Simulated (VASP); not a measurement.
Method: r2SCAN meta-GGA, VASP's PBE PAW potentials (set 64) (plane waves; VASP 6.6.1).

VASP ran on this input.

**POSCAR**
```
Tb
1
    1.8448707490    -3.1954093877     0.0000000000
    1.8448707490     3.1954093877     0.0000000000
    0.0000000000     0.0000000000     5.6036528858
Tb
2
Direct
  0.3333330000   0.6666670000   0.2500000000
  0.6666670000   0.3333330000   0.7500000000
```

### INCAR
```
ALGO = Normal
EDIFF = 1E-7
EDIFFG = -0.01
ENCUT = 480
IBRION = 2
ISIF = 2
ISMEAR = 1
LASPH = .True.
LCHARG = .False.
LMAXMIX = 6
LMIXTAU = .True.
LREAL = .False.
LWAVE = .False.
METAGGA = R2SCAN
NELM = 100
NSW = 30
PREC = Accurate
SIGMA = 0.1
SYSTEM = Tb
```

KPOINTS:
```
Automatic mesh
0
Gamma
10 10 6
0 0 0
```

POTCAR, in this order: Tb_3 (PBE.64 set). Program: vasp_std.

What VASP printed:

**OUTCAR**
```
 ion  position               nearest neighbor table
   1  0.333  0.667  0.250-   2 3.52   2 3.52   2 3.52   2 3.52   2 3.52   2 3.52
   2  0.667  0.333  0.750-   1 3.52   1 3.52   1 3.52   1 3.52   1 3.52   1 3.52
  LATTYP: Found a hexagonal cell.
 ALAT       =     3.6897410797
 C/A-ratio  =     1.5187116832
 Subroutine PRICEL returns:
 Original cell was already a primitive cell.
 Subroutine GETGRP returns: Found 24 space group operations
The static configuration has the point symmetry D_3d.
 The point group associated with its full space group is D_6h.
The dynamic configuration has the point symmetry D_3d.
 Subroutine INISYM returns: Found 24 space group operations
 Subroutine IBZKPT returns following result:
 Found     56 irreducible k-points:

 Following reciprocal coordinates:
            Coordinates               Weight
  0.000000  0.000000  0.000000      1.000000
  0.100000  0.000000  0.000000      6.000000
  0.200000  0.000000  0.000000      6.000000
  0.300000  0.000000  0.000000      6.000000
  0.400000  0.000000  0.000000      6.000000
  0.500000  0.000000  0.000000      3.000000
  0.100000  0.100000  0.000000      6.000000
  0.200000  0.100000  0.000000     12.000000
  0.300000  0.100000  0.000000     12.000000
  0.400000  0.100000  0.000000     12.000000
  0.200000  0.200000  0.000000      6.000000
  0.300000  0.200000  0.000000     12.000000
  0.400000  0.200000  0.000000      6.000000
  0.300000  0.300000  0.000000      6.000000
  0.000000  0.000000  0.166667      2.000000
  0.100000  0.000000  0.166667     12.000000
  0.200000  0.000000  0.166667     12.000000
  0.300000  0.000000  0.166667     12.000000
  0.400000  0.000000  0.166667     12.000000
  0.500000  0.000000  0.166667      6.000000
  0.100000  0.100000  0.166667     12.000000
  0.200000  0.100000  0.166667     24.000000
  0.300000  0.100000  0.166667     24.000000
  0.400000  0.100000  0.166667     24.000000
  0.200000  0.200000  0.166667     12.000000
  0.300000  0.200000  0.166667     24.000000
  0.400000  0.200000  0.166667     12.000000
  0.300000  0.300000  0.166667     12.000000
  0.000000  0.000000  0.333333      2.000000
  0.100000  0.000000  0.333333     12.000000
  0.200000  0.000000  0.333333     12.000000
  0.300000  0.000000  0.333333     12.000000
  0.400000  0.000000  0.333333     12.000000
  0.500000  0.000000  0.333333      6.000000
  0.100000  0.100000  0.333333     12.000000
  0.200000  0.100000  0.333333     24.000000
  0.300000  0.100000  0.333333     24.000000
  0.400000  0.100000  0.333333     24.000000
  0.200000  0.200000  0.333333     12.000000
  0.300000  0.200000  0.333333     24.000000
   k-points           NKPTS =     56   k-points in BZ     NKDIM =     56   number of bands    NBANDS=     13
   number of dos      NEDOS =    301   number of ions     NIONS =      2
   total plane-waves  NPLWV =  31360
   dimension x,y,z NGX =    28 NGY =   28 NGZ =   40
   dimension x,y,z NGXF=    56 NGYF=   56 NGZF=   80
   ions per type =               2
   PREC   = accura    normal or accurate (medium, high low for compatibility)
   ISTART =      0    job   : 0-new  1-cont  2-samecut
   ICHARG =      2    charge: 1-file 2-atom 10-const
   ISPIN  =      1    spin polarized calculation?
   LNONCOLLINEAR =      F non collinear calculations
   LSORBIT =      F    spin-orbit coupling
   INIWAV =      1    electr: 0-lowe 1-rand  2-diag
   ENCUT  =  480.0 eV  35.28 Ry    5.94 a.u.   6.59  6.59 10.01*2*pi/ulx,y,z
   NELM   =    100;   NELMIN=  2; NELMDL= -5     # of ELM steps
   EDIFF  = 0.1E-06   stopping-criterion for ELM
   LREAL  =      F    real-space projection
...
```

### OSZICAR
```
       N       E                     dE             d eps       ncg     rms          rms(c)
DAV:   1    -0.137668972175E+02   -0.13767E+02   -0.89240E+03  1456   0.121E+03
DAV:   2    -0.625176029801E+02   -0.48751E+02   -0.47781E+02  1526   0.255E+02
DAV:   3    -0.648411240802E+02   -0.23235E+01   -0.21228E+01  2009   0.315E+01
DAV:   4    -0.648965096655E+02   -0.55386E-01   -0.55078E-01  1745   0.485E+00
DAV:   5    -0.648982966638E+02   -0.17870E-02   -0.17864E-02  2208   0.710E-01    0.277E+01
DAV:   6    -0.627659193412E+02    0.21324E+01   -0.40151E-01  1516   0.691E+00    0.152E+01
DAV:   7    -0.612399982021E+02    0.15259E+01   -0.58193E-01  1712   0.734E+00    0.152E+00
DAV:   8    -0.625333907963E+02   -0.12934E+01   -0.55880E-01  1606   0.675E+00    0.330E+00
DAV:   9    -0.625494167623E+02   -0.16026E-01   -0.30986E-02  1611   0.174E+00    0.128E+00
DAV:  10    -0.624175524106E+02    0.13186E+00   -0.15582E-02  1486   0.141E+00    0.152E+00
DAV:  11    -0.624213335821E+02   -0.37812E-02   -0.22760E-03  1766   0.599E-01    0.113E+00
DAV:  12    -0.624387540704E+02   -0.17420E-01   -0.86528E-02  1456   0.345E+00    0.436E-01
DAV:  13    -0.624375587695E+02    0.11953E-02   -0.97137E-04  1787   0.298E-01    0.528E-01
DAV:  14    -0.624424539493E+02   -0.48952E-02   -0.25321E-03  1486   0.481E-01    0.216E-01
DAV:  15    -0.624422105902E+02    0.24336E-03   -0.71129E-05  1701   0.911E-02    0.207E-01
DAV:  16    -0.624422754778E+02   -0.64888E-04   -0.59353E-05  1506   0.827E-02    0.214E-01
DAV:  17    -0.624421546130E+02    0.12086E-03   -0.14965E-04  1506   0.121E-01    0.456E-01
DAV:  18    -0.624421099789E+02    0.44634E-04   -0.61322E-06  1696   0.242E-02    0.431E-01
DAV:  19    -0.624420865541E+02    0.23425E-04   -0.41859E-07  1711   0.638E-03    0.429E-01
DAV:  20    -0.624421184227E+02   -0.31869E-04   -0.66451E-05  1571   0.789E-02    0.491E-01
DAV:  21    -0.624424567564E+02   -0.33833E-03   -0.31398E-04  1506   0.197E-01    0.467E-01
DAV:  22    -0.624422586758E+02    0.19808E-03   -0.21451E-04  1546   0.195E-01    0.322E-01
DAV:  23    -0.624424325541E+02   -0.17388E-03   -0.20218E-04  1486   0.202E-01    0.127E-01
DAV:  24    -0.624424541424E+02   -0.21588E-04   -0.10073E-05  1571   0.435E-02    0.103E-01
DAV:  25    -0.624423886714E+02    0.65471E-04   -0.47457E-05  1496   0.988E-02    0.422E-02
DAV:  26    -0.624424423928E+02   -0.53721E-04   -0.99664E-06  1496   0.468E-02    0.901E-03
DAV:  27    -0.624424379225E+02    0.44703E-05   -0.37240E-07  1761   0.584E-03    0.464E-03
DAV:  28    -0.624424389575E+02   -0.10351E-05   -0.25216E-07  1511   0.440E-03    0.416E-03
DAV:  29    -0.624424371358E+02    0.18217E-05   -0.68808E-08   788   0.286E-03    0.854E-04
DAV:  30    -0.624424380677E+02   -0.93184E-06   -0.43894E-08   798   0.186E-03    0.107E-03
DAV:  31    -0.624424376263E+02    0.44134E-06   -0.78867E-09   788   0.764E-04    0.319E-04
DAV:  32    -0.624424378273E+02   -0.20098E-06   -0.38576E-09   788   0.622E-04    0.827E-05
DAV:  33    -0.624424379347E+02   -0.10739E-06   -0.84660E-10   788   0.273E-04    0.396E-05
DAV:  34    -0.624424378834E+02    0.51314E-07   -0.18043E-10   788   0.134E-04
   1 F= -.62442438E+02 E0= -.62442902E+02  d E =-.624424E+02
```

### OUTCAR
```
------------------------ aborting loop because EDIFF is reached ----------------------------------------
  FORCE on cell =-STRESS in cart. coord.  units (eV):
  Direction    XX          YY          ZZ          XY          YZ          ZX
  --------------------------------------------------------------------------------------
  Total       -0.2238908     -0.2238908     -0.1030152     -0.0000000      0.0000000      0.0000000
  in kB       -5.4294173     -5.4294157     -2.4981472     -0.0000000      0.0000000      0.0000000
  external PRESSURE =      -4.4523267 kB  Pullay stress =       0.0000000 kB
  volume of cell :       66.07
      direct lattice vectors                 reciprocal lattice vectors
     1.844870749 -3.195409388  0.000000000     0.271021696 -0.156474473  0.000000000
     1.844870749  3.195409388  0.000000000     0.271021696  0.156474473  0.000000000
     0.000000000  0.000000000  5.603652886     0.000000000  0.000000000  0.178455022
 POSITION                                       TOTAL-FORCE (eV/Angst)
 -----------------------------------------------------------------------------------
      1.84487      1.06514      1.40091         0.000000      0.000000      0.000000
      1.84487     -1.06514      4.20274        -0.000000     -0.000000      0.000000
 -----------------------------------------------------------------------------------
    total drift:                                0.000000      0.000114     -0.000010
  FREE ENERGIE OF THE ION-ELECTRON SYSTEM (eV)
  ---------------------------------------------------
  free  energy   TOTEN  =       -62.4424378834 eV

  energy  without entropy=      -62.4438291658  energy(sigma->0) =      -62.44290164

 reached required accuracy - stopping structural energy minimisation
```
(Selected blocks of OUTCAR.)

The 4f electrons are frozen in the core of the lanthanide potential, so 4f levels, which can set the real gap, and their magnetism are missing.

The compound is Tb in the hcp structure. This cell was strained or had an atom moved on purpose.
